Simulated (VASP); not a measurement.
Given:

```xyz
2
Lattice="2.5341 0.0000 0.0000 -1.2671 2.1946 0.0000 0.0000 0.0000 4.1126" Properties=species:S:1:pos:R:3 pbc="T T T"
Cu     0.0000     1.4631     1.0281
Cu     1.2671     0.7315     3.0844
```

Computed with LDA (Ceperley-Alder, Perdew-Zunger), VASP's LDA PAW potentials (set 64) (plane waves; VASP). Settings: 400 eV cut-off, 15×15×8 Γ-centred mesh, first-order Methfessel-Paxton smearing of 0.10 eV, potentials Cu.

Energy and stress use the plane-wave basis of the starting cell.

Problem. The ions, cell shape and volume are relaxed. Predict the relaxed structure.

Solution. 
```xyz
2
Lattice="2.4765 0.0000 0.0000 -1.2383 2.1447 0.0000 0.0000 0.0000 4.1014" Properties=species:S:1:pos:R:3 pbc="T T T"
Cu     0.0000     1.4298     1.0253
Cu     1.2383     0.7149     3.0760
```
Space group P6_3/mmc (194), at a tolerance of 0.03 Å.

Problem. How do energy and volume change from the first to the last step?

Solution. The energy (σ→0) changes by -16.5 meV/atom and the volume by -4.8 %, in 5 ionic steps.

```tsv
step	E(σ→0) (eV)	max force (eV/Å)	pressure (GPa)	volume (Å³)
1	-9.3806	0.000	-8.06	22.87
2	-9.3960	0.000	7.39	21.02
3	-9.4121	0.000	0.29	21.75
4	-9.4134	0.000	0.13	21.78
5	-9.4136	0.000	0.05	21.78
```

The structure comes from a computed database's Cu entry (P6_3/mmc); how it stands against other phases isn't given here. This run relaxes it. Symmetry was kept, so distortions that lower it aren't found.
